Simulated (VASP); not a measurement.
The system is Be3ZnTe4.

```
Be Zn Te
1.0
     5.59999    0.00000    0.00000
     0.00000    5.59999    0.00000
     0.00000    0.00000    5.59999
Be Zn Te
3 1 4
Direct
  0.00000 0.50000 0.50000
  0.50000 0.00000 0.50000
  0.50000 0.50000 0.00000
  0.00000 0.00000 0.00000
  0.50000 0.00000 0.00000
  0.00000 0.50000 0.00000
  0.00000 0.00000 0.50000
  0.50000 0.50000 0.50000
```

The cell was built by a generator and needn't be a form met in nature.

| Property | Result |
| --- | --- |
| Program | VASP 6.6.1 |
| Task | relaxation of cell and atoms |
| Functional | PBE |
| Potentials or basis | VASP PAW PBE potentials, release 64 (Be, Zn, Te) |
| Cutoff | 520 eV |
| k mesh | 3 × 3 × 3 |
| Occupations | gaussian, width 0.15 eV |
| Spin | no spin polarisation |

At the start: pressure -4.0 GPa; volume 21.95 Å³/atom.

Problem. How do energy, volume and symmetry change on relaxing?

Solution. Over 3 steps the energy falls by 18.8 meV/atom and the volume is 20.50 Å³/atom (-6.6 %); space group Pm-3m (No. 221, to 0.05 Å).

The path:
```tsv
step	energy change (eV)	largest force (eV/Å)	pressure (GPa)	volume (Å³)
1	0.0000	0.0000	-4.02	175.61
2	-0.1464	0.0000	0.78	162.00
3	-0.1507	0.0000	-0.01	163.96
```

Final structure:
```xyz
8
Lattice="5.4733 0.0000 0.0000 0.0000 5.4733 0.0000 0.0000 0.0000 5.4733" Properties=species:S:1:pos:R:3 pbc="T T T"
Be    0.0000    2.7366    2.7366
Be    2.7366    0.0000    2.7366
Be    2.7366    2.7366    0.0000
Zn    0.0000    0.0000    0.0000
Te    2.7366    0.0000    0.0000
Te    0.0000    2.7366    0.0000
Te    0.0000    0.0000    2.7366
Te    2.7366    2.7366    2.7366
```

Caveat: the k mesh is coarse (spacing up to 0.37 Å⁻¹), so the values aren't converged.
